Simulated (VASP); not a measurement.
Output of a VASP run:

File OSZICAR:
```
       N       E                     dE             d eps       ncg     rms          rms(c)
DAV:   1     0.116702311450E+03    0.11670E+03   -0.10658E+04  2264   0.119E+03
DAV:   2    -0.458350586230E+01   -0.12129E+03   -0.11691E+03  2600   0.308E+02
DAV:   3    -0.110926670669E+02   -0.65092E+01   -0.64041E+01  3616   0.489E+01
DAV:   4    -0.113649097160E+02   -0.27224E+00   -0.27207E+00  2840   0.884E+00
DAV:   5    -0.113707285328E+02   -0.58188E-02   -0.58187E-02  3080   0.117E+00    0.264E+01
DAV:   6    -0.108933299039E+02    0.47740E+00   -0.62127E-01  2392   0.534E+00    0.171E+01
DAV:   7    -0.108168218837E+02    0.76508E-01   -0.78726E-01  2944   0.547E+00    0.544E+00
DAV:   8    -0.108106648920E+02    0.61570E-02   -0.52511E-02  2768   0.115E+00    0.130E+00
DAV:   9    -0.108015036112E+02    0.91613E-02   -0.67513E-02  2408   0.162E+00    0.291E-01
DAV:  10    -0.108007214052E+02    0.78221E-03   -0.93177E-03  2352   0.566E-01    0.120E-01
DAV:  11    -0.108006223758E+02    0.99029E-04   -0.34129E-04  2856   0.132E-01    0.644E-02
DAV:  12    -0.108005989885E+02    0.23387E-04   -0.17648E-04  2720   0.728E-02    0.425E-02
DAV:  13    -0.108006024268E+02   -0.34383E-05   -0.17724E-05  3120   0.225E-02    0.320E-02
DAV:  14    -0.108006018112E+02    0.61557E-06   -0.51666E-07  1640   0.528E-03
   1 F= -.10800602E+02 E0= -.10799757E+02  d E =-.168882E-02  mag=    -0.0000     0.0000     0.0000
       N       E                     dE             ncg
       N       E                     dE             ncg
```

OUTCAR:
```
------------------------ aborting loop because EDIFF is reached ----------------------------------------
  FORCE on cell =-STRESS in cart. coord.  units (eV):
  Direction    XX          YY          ZZ          XY          YZ          ZX
  --------------------------------------------------------------------------------------
  Total       -0.1877510     -0.1877510     -0.1877510     -0.0000000      0.0000000     -0.0000000
  in kB       -5.7716342     -5.7716342     -5.7716342     -0.0000000      0.0000000     -0.0000000
  external PRESSURE =      -5.7716342 kB  Pullay stress =       0.0000000 kB
  volume of cell :       52.12
      direct lattice vectors                 reciprocal lattice vectors
     3.735350530  0.000000000  0.000000000     0.267712492  0.000000000  0.000000000
     0.000000000  3.735350530  0.000000000     0.000000000  0.267712492  0.000000000
     0.000000000  0.000000000  3.735350530     0.000000000  0.000000000  0.267712492
 POSITION                                       TOTAL-FORCE (eV/Angst)
 -----------------------------------------------------------------------------------
      1.86768      1.86768      1.86768         0.000000      0.000000      0.000000
      0.00000      0.00000      0.00000         0.000000      0.000000      0.000000
 -----------------------------------------------------------------------------------
    total drift:                                0.000000     -0.000000     -0.000000
  FREE ENERGIE OF THE ION-ELECTRON SYSTEM (eV)
  ---------------------------------------------------
  free  energy   TOTEN  =       -10.8006018112 eV

  energy  without entropy=      -10.7989129928  energy(sigma->0) =      -10.79975740

 Ion:    1  E_soc:     -0.0980866

 Ion:    2  E_soc:     -0.7747749
```
(Selected blocks of OUTCAR.)

### POSCAR
```
YTl
1
    3.7353505298     0.0000000000    -0.0000000000
   -0.0000000000     3.7353505298     0.0000000000
   -0.0000000000    -0.0000000000     3.7353505298
Y Tl
1 1
Direct
  0.5000000000   0.5000000000   0.5000000000
  0.0000000000   0.0000000000   0.0000000000
```

Q: Reconstruct the remaining input files.

A: Several could match; the one computed here: the input of the run itself, PBEsol GGA with spin-orbit coupling, plane waves, VASP's PBE PAW potentials (set 64).

**KPOINTS_OPT**
```
k-points along high-symmetry lines
8
Line-mode
Reciprocal
  0.000000   0.000000   0.000000 ! GAMMA
  0.000000   0.500000   0.000000 ! X

  0.000000   0.500000   0.000000 ! X
  0.500000   0.500000   0.000000 ! M

  0.500000   0.500000   0.000000 ! M
  0.000000   0.000000   0.000000 ! GAMMA

  0.000000   0.000000   0.000000 ! GAMMA
  0.500000   0.500000   0.500000 ! R

  0.500000   0.500000   0.500000 ! R
  0.000000   0.500000   0.000000 ! X

  0.500000   0.500000   0.500000 ! R
  0.500000   0.500000   0.000000 ! M
```

### INCAR
```
# general
SYSTEM     = YTl
PREC       = Accurate
ENCUT      = 400
LREAL      = .FALSE.
LASPH      = .TRUE.

# electronic loop
EDIFF      = 1E-6
NELM       = 100
ALGO       = Normal
LMAXMIX    = 4

# smearing
ISMEAR     = 0
SIGMA      = 0.05

# functional
GGA        = PS
GGA_COMPAT = .FALSE.

# spin
MAGMOM     = 6*0
LSORBIT    = .TRUE.

# output
LWAVE      = .FALSE.
LCHARG     = .FALSE.
```

File KPOINTS:
```
Automatic mesh
0
Gamma
  9 9 9
0 0 0
```

POTCAR, in this order: Y_sv Tl_d (PBE.64 set). Program: vasp_ncl.

The structure comes from a measured YTl entry (Pm-3m) of the Crystallography Open Database, whose conditions weren't checked. It was relaxed first.
